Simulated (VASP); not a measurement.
Input:

```xyz
1
Lattice="-1.4891 1.4891 1.4891 1.4891 -1.4891 1.4891 1.4891 1.4891 -1.4891" Properties=species:S:1:pos:R:3 pbc="T T T"
V      0.0000     0.0000     0.0000
```

Level of theory: r2SCAN meta-GGA, VASP's PBE PAW potentials (set 64) (plane waves; VASP 6.6.1). Run with 400 eV cut-off, 19×19×19 Γ-centred mesh, tetrahedra with Blöchl corrections, potentials V_sv.

### Question
Give the energies of bands 5 to 9 at the high-symmetry points, in eV from the Fermi level.

### Answer

```csv
band,Γ,H,N,P
5,-7.10,-3.20,-3.40,-1.22
6,0.50,-3.20,-1.18,-1.22
7,0.50,3.99,1.59,-1.22
8,0.50,3.99,2.71,3.19
9,2.73,3.99,3.12,3.19
```

It has no gap at this level: it comes out as a metal or semimetal.

The compound is V in the bcc structure. It was relaxed first, which changed the volume by -5 %. The run is not spin-polarised, so no magnetic state was tried.
